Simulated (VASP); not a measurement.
Given:

```
CoO
1.0
    2.85213     0.00000     0.00000
   -1.42607     2.47002     0.00000
    0.00000     0.00000     5.12489
Co O
2 2
Direct
  0.00000   0.00000   0.00000
  0.00000   0.00000   0.50000
  0.33333   0.66667   0.25000
  0.66667   0.33333   0.75000
```
Starting moments (μB, in the order of the record's atoms Co Co O O): 2.5 2.5 0.4 0.4.

These are PBEsol GGA, VASP's PBE PAW potentials (set 64) (plane waves; VASP 6.6.1) values and carry that method's errors. Settings: 520 eV cut-off, 14×14×7 Γ-centred mesh, tetrahedra with Blöchl corrections, potentials Co O.

The cores are frozen, which limits the accuracy of field gradients. The moments were started parallel, and other spin orders were not tried in this run.

Give the principal components of the electric field gradient (V/Å²) and the asymmetry η at each nucleus.

| atom | Vxx | Vyy | Vzz | η |
|---|---|---|---|---|
| Co1 | -11.3 | -11.3 | 22.6 | 0.00 |
| Co2 | -11.3 | -11.3 | 22.6 | 0.00 |
| O3 | -9.6 | -9.6 | 19.2 | 0.00 |
| O4 | -9.6 | -9.6 | 19.2 | 0.00 |

The structure was generated: CoO was put into the NiAs type type (P6_3/mmc), which need not be its known phase. It was relaxed first.
